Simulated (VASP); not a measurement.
# SiC (Moissanite 3C) with r2SCAN: from relaxation to properties

Aim: relax SiC (Moissanite 3C) with r2SCAN, compute its properties on that cell and hold them against experiment. The steps: full relaxation (r2SCAN), density, ELF and potential (r2SCAN), bands along the symmetry lines (r2SCAN), density of states (r2SCAN), zone-centre phonons (r2SCAN), volume scan with r2SCAN, fit for r2SCAN, optical spectrum (r2SCAN), bands along the symmetry lines (HSE06) and band structure (TB-mBJ). The start is a cell from a database of measured crystal structures.

Method: r2SCAN; plane waves and PAW (Si, C), in the first sound run; inputs show where later runs differ, in VASP 6.6.1.

**What experiment says.**

For SiC, 3C polytype (zincblende) (single crystals from silicon oxide and carbon black reaction at 2800 K, annealed in air), “On melting of silicon carbide under pressure” (2012, arxiv:1210.3244) quotes earlier work: lattice constant a (a of cubic 3C-SiC starting crystals) 4.357 Å [Starting-material characterisation; no method, uncertainty or temperature given].

For SiC, cubic 3C zincblende (literature value), “Insight into the structural, elastic and electronic properties of a new orthorhombic 6O-SiC polytype” (2020, pmc:7200658) quotes earlier work: band gap (indirect gap) 2.4 eV [literature value; measurement temperature and method not stated]; Raman mode (TO) 796 cm⁻¹ at 300 K [natural crystal in rock pores].

“Thermal Expansion of 3C-SiC Obtained from In-Situ X-ray Diffraction at High Temperature and First-Principal Calculations” (2022, pmc:9505936) quotes from earlier work for SiC, zinc blende (3C, beta) (bulk crystal): bulk modulus (bulk modulus B) 225 GPa [quoted from earlier work; slightly different from the 221 GPa implied by the listed …].

“Optical properties of silicon carbide for astrophysical applications I. New laboratory infrared reflectance spectra and optical constants” (2008, arxiv:0803.1210) reports for SiC, 3C (zinc blende), by FTIR reflectance, classical dispersion analysis (high-purity CVD 3C-SiC wafer, 292 K): infrared mode (TO at Gamma) about 797.5 cm⁻¹ [TO position from reflectance band and dispersion fit; imperfect surface polish].

Most raw output is cut from this account.

### Step 1. The structure

Before any relaxation, the start is as follows. The structure is cubic, space group F-43m (No. 216). The conventional cell has a = 4.358 Å, b = 4.358 Å, c = 4.358 Å, α = 90.00°, β = 90.00°, γ = 90.00°. Nearest to Si lie 4 C at 1.89 Å. Nearest to C lie 4 Si at 1.89 Å. Farther neighbours are not listed.

### Step 2. Full relaxation (r2SCAN)

The start need not lie at this functional's minimum. ISIF = 3 frees volume, shape and positions, and EDIFFG sets the threshold on forces and stress at which the search stops. r2SCAN adds the kinetic-energy density, costs more than a GGA and is run with LASPH.

Input file INCAR:

```
SYSTEM = SiC
PREC = Accurate
ENCUT = 520
EDIFF = 1E-06
NELM = 100
ISMEAR = 0
SIGMA = 0.05
LREAL = .FALSE.
ALGO = Normal
METAGGA = R2SCAN
LASPH = .TRUE.
NBANDS = 10
LORBIT = 11
LWAVE = .FALSE.
LCHARG = .FALSE.
KPAR = 2
IBRION = 2
NSW = 60
ISIF = 3
EDIFFG = -0.01
```

Input file POSCAR:

```
SiC
1.0
    0.0000000000      2.1790000000      2.1790000000
    2.1790000000      0.0000000000      2.1790000000
    2.1790000000      2.1790000000      0.0000000000
Si C
1 1
Direct
    0.0000000000      0.0000000000      0.0000000000
    0.2500000000      0.2500000000      0.2500000000
```

Input file KPOINTS:

```
Automatic mesh
0
Gamma
9 9 9
0 0 0
```

The projector-augmented-wave data sets are Si and C (PBE family, release 64).

Launch:

```console
$ mpirun -np 2 vasp_std
```

The job ended after 9.2 s (2 MPI ranks of Intel Xeon 6975P-C (Granite Rapids), shared host; peak memory 0.25 GiB).

The gap is read on the k-mesh alone, so it is an upper bound where the band edges lie off the mesh. The PAW data sets were made with PBE, which is usual practice but a small mismatch for other functionals. The run keeps the 24 symmetry operations of its start, so it cannot find a distortion of lower symmetry.

Little changed from the start: no atom moved by 0.005 Å and no cell edge by 0.1 %.

Numbers from this step:

```yaml
electrons: 8
bands: 10
irreducible_k_points: 35
symmetry_operations: 24
free_energy_toten: -19.33 eV
fermi_energy: 8.271 eV
pressure: 0.002878 GPa
metallic: no
valence_top_at_k: 0, 0, 0
conduction_bottom_at_k: 0.4444, 0.4444, 0
least_direct_gap_at_k: 0.4444, 0.4444, 0
scf_cycles_over_all_ionic_steps: 19
gap_on_the_k_mesh: 1.876 eV
least_direct_gap_on_the_k_mesh: 5.145 eV
```

It ends with forces that vanish by symmetry and a pressure of 0.00 GPa. The volume lies -0.2 % from that of the database's start, which holds the thermal and zero-point expansion of its experiment.

### Step 3. Density, ELF and potential (r2SCAN)

A single point on the relaxed cell gives a clean self-consistent state, with density, ELF and potential written out.

INCAR, as its differences from that of step 2:

```diff
@@ -14,7 +14,5 @@
 LWAVE = .FALSE.
-LCHARG = .FALSE.
-KPAR = 2
-IBRION = 2
-NSW = 60
-ISIF = 3
-EDIFFG = -0.01
+LCHARG = .TRUE.
+ISIF = 2
+LELF = .TRUE.
+LVHAR = .TRUE.
```

Input file POSCAR:

```
SiC
1.0
    0.0000000000      2.1775716673      2.1775716673
    2.1775716673      0.0000000000      2.1775716673
    2.1775716673      2.1775716673      0.0000000000
Si C
1 1
Direct
    0.0000000000      0.0000000000      0.0000000000
    0.2500000000      0.2500000000      0.2500000000
```

KPOINTS is that of step 2.

Launch:

```console
$ mpirun -np 2 vasp_std
```

Run time: 4.8 s. Hardware: 2 MPI ranks; peak memory 0.23 GiB.

This step gave:

```yaml
scf_cycles: 11
pressure: 0.003686 GPa
```

Valence electrons inside each PAW sphere by angular momentum. Sphere charges, by row:

| atom | s (e) | p (e) | d (e) | tot (e) |
| --- | --- | --- | --- | --- |
| Si1 | 0.702 | 0.982 | 0 | 1.684 |
| C2 | 0.85 | 1.716 | 0 | 2.566 |

Valence density in the ac plane of a cell with a along [110], b along [-110] and c along [001] of the cube at fractional y = 0.000, with atoms of Si and C within 0.2 Å of it. It is the smooth field of the valence electrons, not physical close to the nuclei.

Ten even steps from '_' (-0.1 e/Å³) to '@' (1.6 e/Å³), each cell a mean:
```
__--==========::__..==========--..
::==**%%@@%%**==::--++##@@%%##++--
::--**@@@@@@**--::::==%%@@@@%%==::
..::==%%@@%%==::....--**@@@@**--..
....::++##++::......::==****--....
__....::--::....____..::----::..__
____..........______............__
..................................
......______............____......
::::....__....::::::....____....::
..................................
__..::::::::::..____::::::::::::__
```
Columns run along a (6.2 Å), rows up along c (4.4 Å), edges of the conventional cell, whose origin can differ from the input's. Atoms in or near the plane, at fractional coordinates: Si at (0.50, 0.00), Si at (0.00, 0.00), C at (0.75, 0.75), C at (0.25, 0.75).

ELF in the ac plane of a cell with a along [110], b along [-110] and c along [001] of the cube at fractional y = 0.000, with atoms of Si and C within 0.2 Å of it. It is the smooth field of the valence electrons, not physical close to the nuclei.

Ten even steps from '_' (0.02) to '@' (0.91), each cell a mean:
```
..##@@@@%%@@@@**..==%%@@%%%%@@%%--
==@@@@%%**%%@@%%==**@@@@####@@@@**
==%%@@++..++@@##==**%%##::::%%%%**
::++##++--++##++::--**##--==##**--
__::**######++::__..==########==..
____--**##**--______..++####++..__
______::--::__________..----..____
__________________________________
::::..______..::::::..________..::
==--..______::--==--::..____..::--
::::::::..::::::::::::::::::::::::
__::++**++**++::__..==********==..
```
Columns run along a (6.2 Å), rows up along c (4.4 Å), edges of the conventional cell, whose origin can differ from the input's. Atoms in or near the plane, at fractional coordinates: Si at (0.50, 0.00), Si at (0.00, 0.00), C at (0.75, 0.75), C at (0.25, 0.75).

Electrostatic potential energy in the ac plane of a cell with a along [110], b along [-110] and c along [001] of the cube at fractional y = 0.000, with atoms of Si and C within 0.2 Å of it. With pseudopotentials it is smooth inside the atoms' cores, unlike the true potential.

Ten even steps from '_' (-86 eV) to '@' (4 eV), each cell a mean:
```
__--##@@@@@@##--__..++%%@@@@%%++__
==##%%**++**%%##==++%%%%++**%%%%++
%%@@%%++##++%%@@%%@@@@********@@%%
@@@@%%++**++%%@@@@@@@@##++++##@@@@
@@@@@@%%##%%@@@@@@@@@@@@####@@@@@@
@@@@@@@@@@@@@@@@@@@@@@@@@@@@@@@@@@
@@@@@@@@@@@@@@@@@@@@@@@@@@@@@@@@@@
@@@@@@@@@@@@@@@@@@@@@@@@@@@@@@@@@@
@@@@@@@@@@@@@@@@@@@@@@@@@@@@@@@@@@
##%%@@@@@@@@@@%%####%%@@@@@@@@%%##
::++%%@@@@@@%%==::--##@@@@@@@@**--
__::##@@@@@@##..____++%%@@@@%%==__
```
Columns run along a (6.2 Å; values clipped at the 3rd and 97th percentile), rows up along c (4.4 Å), edges of the conventional cell, whose origin can differ from the input's. Atoms in or near the plane, at fractional coordinates: Si at (0.50, 0.00), Si at (0.00, 0.00), C at (0.75, 0.75), C at (0.25, 0.75).

In this run the pressure is 0.00 GPa, small enough to go on.

### Step 4. Bands along the symmetry lines (r2SCAN)

Levels along the symmetry lines show where the bands peak and cross; KPOINTS_OPT computes them in the converged potential.

Input file INCAR:

```
SYSTEM = SiC
PREC = Accurate
ENCUT = 520
EDIFF = 1E-06
NELM = 100
ISMEAR = 0
SIGMA = 0.05
LREAL = .FALSE.
ALGO = Normal
METAGGA = R2SCAN
LASPH = .TRUE.
NBANDS = 16
LORBIT = 11
LWAVE = .FALSE.
LCHARG = .FALSE.
KPAR = 2
```

POSCAR is that of step 3.

KPOINTS is that of step 3.

Input file KPOINTS_OPT:

```
Line mode
16
Line-mode
Reciprocal
  0.00000000   0.00000000   0.00000000 GAMMA
  0.50000000   0.00000000   0.50000000 X

  0.50000000   0.00000000   0.50000000 X
  0.50000000   0.25000000   0.75000000 W

  0.50000000   0.25000000   0.75000000 W
  0.37500000   0.37500000   0.75000000 K

  0.37500000   0.37500000   0.75000000 K
  0.00000000   0.00000000   0.00000000 GAMMA

  0.00000000   0.00000000   0.00000000 GAMMA
  0.50000000   0.50000000   0.50000000 L

  0.50000000   0.50000000   0.50000000 L
  0.62500000   0.25000000   0.62500000 U

  0.62500000   0.25000000   0.62500000 U
  0.50000000   0.25000000   0.75000000 W

  0.50000000   0.25000000   0.75000000 W
  0.50000000   0.50000000   0.50000000 L

  0.50000000   0.50000000   0.50000000 L
  0.37500000   0.37500000   0.75000000 K

  0.62500000   0.25000000   0.62500000 U
  0.50000000   0.00000000   0.50000000 X
```

Launch:

```console
$ mpirun -np 2 vasp_std
```

It took 16 s on 2 MPI ranks; peak memory 0.27 GiB.

This step gave:

```yaml
bands: 16
fermi_energy: 8.280 eV
pressure: 0.007168 GPa
least_gap_on_mesh_and_path: 1.724 eV
least_direct_gap_on_mesh_and_path: 5.061 eV
conduction_bottom_at_k: 0.5, 0, 0.5
least_direct_gap_at_k: 0.5, 0, 0.5
```

Electronic bands along the path, in eV, zero at the valence-band top; v1 is the highest filled band, c1 the lowest empty one:

| point | v3 | v2 | v1 | c1 | c2 | c3 | c4 |
| --- | --- | --- | --- | --- | --- | --- | --- |
| Γ | 0.00 | 0.00 | 0.00 | 6.86 | 7.86 | 7.86 | 7.86 |
| 0.47 of the way | -3.17 | -1.86 | -1.86 | 4.86 | 7.18 | 11.03 | 11.03 |
| X | -8.06 | -3.34 | -3.34 | 1.72 | 4.83 | 15.15 | 15.15 |
| 0.47 of the way | -7.77 | -4.14 | -4.10 | 3.28 | 6.37 | 13.10 | 14.57 |
| W | -7.24 | -5.18 | -4.82 | 5.73 | 10.15 | 10.25 | 10.47 |
| 0.47 of the way | -7.38 | -5.53 | -3.80 | 4.80 | 8.80 | 11.14 | 12.39 |
| K | -7.51 | -5.73 | -2.72 | 3.55 | 8.42 | 12.73 | 13.44 |
| 0.47 of the way | -5.02 | -3.33 | -0.68 | 7.16 | 8.69 | 9.00 | 9.92 |
| Γ | 0.00 | 0.00 | 0.00 | 6.86 | 7.86 | 7.86 | 7.86 |
| 0.47 of the way | -4.07 | -0.58 | -0.58 | 6.65 | 8.52 | 8.52 | 10.00 |
| L | -8.83 | -1.11 | -1.11 | 6.01 | 7.76 | 7.76 | 10.96 |
| 0.47 of the way | -8.34 | -3.27 | -1.73 | 5.44 | 8.56 | 9.38 | 12.04 |
| U | -7.51 | -5.73 | -2.72 | 3.55 | 8.42 | 12.73 | 13.44 |
| 0.53 of the way | -7.38 | -5.53 | -3.80 | 4.80 | 8.80 | 11.14 | 12.39 |
| W | -7.24 | -5.18 | -4.82 | 5.73 | 10.15 | 10.25 | 10.47 |
| 0.53 of the way | -8.18 | -3.61 | -2.19 | 5.84 | 7.76 | 10.59 | 11.94 |
| L | -8.83 | -1.11 | -1.11 | 6.01 | 7.76 | 7.76 | 10.96 |
| 0.47 of the way | -8.34 | -3.27 | -1.73 | 5.44 | 8.56 | 9.38 | 12.04 |
| K | -7.51 | -5.73 | -2.72 | 3.55 | 8.42 | 12.73 | 13.44 |
| jump to U | -7.51 | -5.73 | -2.72 | 3.55 | 8.42 | 12.73 | 13.44 |
| 0.53 of the way | -7.91 | -4.27 | -3.20 | 2.41 | 5.71 | 14.47 | 14.70 |
| X | -8.06 | -3.34 | -3.34 | 1.72 | 4.83 | 15.15 | 15.15 |

Of the projections kept (Si, C), the largest for each band there; the rest of the weight can lie on other orbitals:

| point | v3 | v2 | v1 | c1 | c2 | c3 | c4 |
| --- | --- | --- | --- | --- | --- | --- | --- |
| Γ | C 0.89 | C 0.89 | C 0.89 | C 0.78 | Si 0.98 | Si 0.98 | Si 0.98 |
| X | Si 0.65 | C 0.58 | C 0.58 | Si 0.54 | Si 0.89 | C 0.59 | C 0.59 |
| W | Si 0.68 | C 0.61 | Si 0.53 | C 0.97 | Si 0.70 | C 0.53 | Si 0.73 |
| K | Si 0.66 | C 0.52 | C 0.61 | Si 0.56 | C 0.52 | C 0.51 | C 0.61 |
| Γ | C 0.89 | C 0.89 | C 0.89 | C 0.78 | Si 0.98 | Si 0.98 | Si 0.98 |
| L | Si 0.61 | C 0.72 | C 0.72 | Si 0.59 | Si 0.91 | Si 0.91 | C 0.93 |

The path lowers the gap by 0.15 eV against the mesh alone, so a band edge lies off the mesh.

The path shows an indirect gap of 1.72 eV (valence top at Γ, conduction bottom at X). The least direct gap is 5.06 eV.

### Step 5. Density of states (r2SCAN)

A density of states needs more k-points than a total energy; ISMEAR = -5 takes tetrahedra, and LORBIT projects the states on the PAW spheres. The mesh is finer than in the run before.

INCAR, as its differences from that of step 4:

```diff
@@ -5,3 +5,3 @@
 NELM = 100
-ISMEAR = 0
+ISMEAR = -5
 SIGMA = 0.05
@@ -16 +16,2 @@
 KPAR = 2
+NEDOS = 2001
```

POSCAR is that of step 4.

Input file KPOINTS:

```
Automatic mesh
0
Gamma
13 13 13
0 0 0
```

Launch:

```console
$ mpirun -np 2 vasp_std
```

Elapsed: 13 s, on 2 MPI ranks; peak memory 0.27 GiB.

Numbers from this step:

```
irreducible k-points           : 84
Fermi energy                   : 8.009 eV
pressure                       : 0.004881 GPa
conduction bottom at k         : 0.4615, 0.4615, 0
least direct gap at k          : 0.4615, 0.4615, 0
gap on the k-mesh              : 1.797 eV
least direct gap on the k-mesh : 5.101 eV
```

The density of states has structure finer than the step of the table below, so its rows give means over 0.5 eV, whole bins alone (the curve runs from -12.0 to 9.78 eV). Peaks (eV: height): total -7.31: 1.52, -3.28: 1.14, 6.23: 1.28, 8.23: 2.28; C p -7.31: 0.277, -1.22: 0.397, 8.20: 0.186, 9.49: 0.162; Si p -3.28: 0.213, 6.23: 0.103, 8.23: 0.426, 9.49: 0.255; Si s -7.31: 0.419, 6.23: 0.202, 8.20: 0.196; C s -11.16: 0.357, -7.31: 0.0562, 6.23: 0.104, 8.20: 0.173.

States under -12.0 eV and over 9.8 eV are left out. Table of density of states by energy, zero at the valence-band top; means over each step; values in states/eV/cell:

| energy (eV) | total | C p | Si p | Si s | C s |
| --- | --- | --- | --- | --- | --- |
| -11.5 | 0.619 | 0.00479 | 0.0617 | 0.0379 | 0.250 |
| -11.0 | 0.353 | 0.00126 | 0.0408 | 0.00895 | 0.153 |
| -10.5 | 0 | 0 | 0 | 0 | 0 |
| -10.0 | 0 | 0 | 0 | 0 | 0 |
| -9.5 | 0 | 0 | 0 | 0 | 0 |
| -9.0 | 0 | 0 | 0 | 0 | 0 |
| -8.5 | 0.159 | 0.0267 | 0.0180 | 0.0263 | 0.00417 |
| -8.0 | 0.387 | 0.0674 | 0.0376 | 0.0746 | 0.0125 |
| -7.5 | 1.15 | 0.208 | 0.0697 | 0.301 | 0.0392 |
| -7.0 | 0.627 | 0.113 | 0.0502 | 0.129 | 0.0423 |
| -6.5 | 0.374 | 0.0689 | 0.0352 | 0.0590 | 0.0344 |
| -6.0 | 0.286 | 0.0550 | 0.0285 | 0.0381 | 0.0292 |
| -5.5 | 0.522 | 0.115 | 0.0758 | 0.0361 | 0.0267 |
| -5.0 | 0.661 | 0.155 | 0.102 | 0.0407 | 0.0247 |
| -4.5 | 0.677 | 0.168 | 0.107 | 0.0398 | 0.0227 |
| -4.0 | 0.748 | 0.197 | 0.125 | 0.0358 | 0.0200 |
| -3.5 | 0.971 | 0.278 | 0.175 | 0.0314 | 0.0173 |
| -3.0 | 1.08 | 0.329 | 0.196 | 0.0260 | 0.0150 |
| -2.5 | 1.05 | 0.342 | 0.184 | 0.0195 | 0.0114 |
| -2.0 | 1.03 | 0.360 | 0.173 | 0.0137 | 0.00898 |
| -1.5 | 1.02 | 0.385 | 0.160 | 0.00879 | 0.00629 |
| -1.0 | 0.751 | 0.302 | 0.103 | 0.00478 | 0.00406 |
| -0.5 | 0.428 | 0.184 | 0.0452 | 0.00175 | 0.00194 |
| 0.0 | 0.0762 | 0.0344 | 0.00599 | 1.1e-4 | 1.6e-4 |
| 0.5 | 0 | 0 | 0 | 0 | 0 |
| 1.0 | 0 | 0 | 0 | 0 | 0 |
| 1.5 | 0 | 0 | 0 | 0 | 0 |
| 2.0 | 0.0286 | 6.0e-4 | 0.00297 | 1.3e-4 | 0.00226 |
| 2.5 | 0.0895 | 0.00324 | 0.00921 | 9.2e-4 | 0.00639 |
| 3.0 | 0.146 | 0.00725 | 0.0148 | 0.00267 | 0.00929 |
| 3.5 | 0.209 | 0.0133 | 0.0206 | 0.00576 | 0.0114 |
| 4.0 | 0.286 | 0.0209 | 0.0277 | 0.0101 | 0.0135 |
| 4.5 | 0.371 | 0.0326 | 0.0353 | 0.0155 | 0.0144 |
| 5.0 | 0.522 | 0.0531 | 0.0460 | 0.0278 | 0.0155 |
| 5.5 | 0.867 | 0.101 | 0.0666 | 0.0588 | 0.0182 |
| 6.0 | 0.765 | 0.0591 | 0.0722 | 0.0901 | 0.0338 |
| 6.5 | 0.712 | 0.0480 | 0.0796 | 0.0981 | 0.0456 |
| 7.0 | 0.520 | 0.0360 | 0.0734 | 0.0622 | 0.0426 |
| 7.5 | 0.507 | 0.0429 | 0.0613 | 0.0545 | 0.0242 |
| 8.0 | 1.45 | 0.121 | 0.242 | 0.134 | 0.106 |
| 8.5 | 1.39 | 0.127 | 0.275 | 0.0952 | 0.0714 |
| 9.0 | 0.994 | 0.107 | 0.212 | 0.0489 | 0.0343 |
| 9.5 | 1.02 | 0.136 | 0.210 | 0.0475 | 0.0338 |

The gap on this mesh is 1.80 eV, over the 1.72 eV of the band run, since this mesh misses a band edge. In the top eV of the valence band the largest shares in the PAW spheres are C p 42 % and Si p 11 %. The rest lies in smaller channels or between the spheres.

### Step 6. Zone-centre phonons (r2SCAN)

Zone-centre modes test whether the atoms sit at a minimum within this cell. IBRION = 6 takes the force constants from differences of forces between displaced cells, so the forces must be tight.

Input file INCAR:

```
SYSTEM = SiC
PREC = Accurate
ENCUT = 520
EDIFF = 1E-08
NELM = 100
ISMEAR = 0
SIGMA = 0.05
LREAL = .FALSE.
ALGO = Normal
METAGGA = R2SCAN
LASPH = .TRUE.
NBANDS = 10
LORBIT = 11
LWAVE = .FALSE.
LCHARG = .FALSE.
KPAR = 2
IBRION = 6
NFREE = 2
POTIM = 0.015
ISIF = 2
NSW = 1
```

POSCAR is that of step 5.

Input file KPOINTS:

```
Automatic mesh
0
Gamma
9 9 9
0 0 0
```

Launch:

```console
$ mpirun -np 2 vasp_std
```

Elapsed: 42 s, on 2 MPI ranks; peak memory 0.32 GiB.

The last energy, forces, stress and levels in OUTCAR belong to the last displaced cell, not to the cell of POSCAR.

This step gave:

```yaml
bands: 10
irreducible_k_points: 35
pressure_of_the_cell: 0.003205 GPa
largest_force_of_the_cell: 0 eV/Å
```

Transverse limit, no LO-TO splitting. Modes at Γ, with each element's share of the kinetic energy:

| mode | frequency (cm⁻¹) | symmetry | Si % | C % |
| --- | --- | --- | --- | --- |
| 1 | 0.0 | acoustic | 70 | 30 |
| 2 | 0.0 | acoustic | 70 | 30 |
| 3 | 0.0 | acoustic | 70 | 30 |
| 4 | 798.2 | T2 | 30 | 70 |
| 5 | 798.2 | T2 | 30 | 70 |
| 6 | 798.2 | T2 | 30 | 70 |

Displacements in mode 5 (798.2 cm⁻¹), the largest set to 1:
```
Si1  0.00 -0.43  0.00
C2   0.00  1.00  0.00
```

The three acoustic modes come out at zero, and all others are real. By the characters of their eigenvectors the optical modes sort into (cm⁻¹) Raman active: T2 798; infrared active: T2 798.

### Step 7. Volume scan with r2SCAN

An equation of state needs energies on both sides of the minimum, all on one mesh and cutoff.

INCAR, as its differences from that of step 6:

```diff
@@ -3,3 +3,3 @@
 ENCUT = 520
-EDIFF = 1E-08
+EDIFF = 1E-06
 NELM = 100
@@ -16,6 +16,2 @@
 KPAR = 2
-IBRION = 6
-NFREE = 2
-POTIM = 0.015
 ISIF = 2
-NSW = 1
```

Input file POSCAR:

```
SiC
1.0
    0.0000000000      2.1331189560      2.1331189560
    2.1331189560      0.0000000000      2.1331189560
    2.1331189560      2.1331189560      0.0000000000
Si C
1 1
Direct
    0.0000000000      0.0000000000      0.0000000000
    0.2500000000      0.2500000000      0.2500000000
```

KPOINTS is that of step 6.

Launch:

```console
$ mpirun -np 2 vasp_std
```

Wall time 5 s (2 MPI ranks); peak memory 0.25 GiB; 9 s of CPU time.

The scan keeps the cell's shape and the fractional positions fixed.

This step gave:

* free energy (TOTEN): -19.27 eV
* Fermi energy: 8.995 eV
* pressure: 15.83 GPa
* conduction bottom at k: 0.4444, 0.4444, 0
* least direct gap at k: 0.4444, 0.4444, 0
* gap on the k-mesh: 1.845 eV
* least direct gap on the k-mesh: 5.230 eV

The pressure here is 15.83 GPa.

### Step 8. Volume scan with r2SCAN (run 2)

INCAR is that of step 7.

Input file POSCAR:

```
SiC
1.0
    0.0000000000      2.1481414154      2.1481414154
    2.1481414154      0.0000000000      2.1481414154
    2.1481414154      2.1481414154      0.0000000000
Si C
1 1
Direct
    0.0000000000      0.0000000000      0.0000000000
    0.2500000000      0.2500000000      0.2500000000
```

KPOINTS is that of step 7.

Launch:

```console
$ mpirun -np 2 vasp_std
```

Elapsed: 5 s, on 2 MPI ranks; peak memory 0.26 GiB; 9.2 s of CPU time.

Numbers from this step:

```
free energy (TOTEN)            : -19.30 eV
Fermi energy                   : 8.745 eV
pressure                       : 10.03 GPa
gap on the k-mesh              : 1.856 eV
least direct gap on the k-mesh : 5.202 eV
```

The pressure falls from 15.83 to 10.03 GPa.

The run ends at a pressure of 10.03 GPa.

### Step 9. Volume scan with r2SCAN (run 3)

INCAR is that of step 8.

Input file POSCAR:

```
SiC
1.0
    0.0000000000      2.1629566520      2.1629566520
    2.1629566520      0.0000000000      2.1629566520
    2.1629566520      2.1629566520      0.0000000000
Si C
1 1
Direct
    0.0000000000      0.0000000000      0.0000000000
    0.2500000000      0.2500000000      0.2500000000
```

KPOINTS is that of step 8.

Launch:

```console
$ mpirun -np 2 vasp_std
```

Wall time 5 s (2 MPI ranks); peak memory 0.25 GiB.

The pressure falls from 10.03 to 4.77 GPa.

The run ends at a pressure of 4.77 GPa.

[end of part 1 of 2]

[Lines on the potential files, build, host, timing and source positions are cut from VASP's logs without a mark.]

[Logs are printed without paths, hosts, clocks, repeated set-up lines and the standing remarks that a program may print on its own settings, such as how far it seeks lower states.]

[Hosts, paths, dates, database ids (printed as entryN), source tags and the programs' standing remarks are cut or masked in the printed files.]

[A measured line is paired with the nearest computed mode of its activity, which favours agreement.]
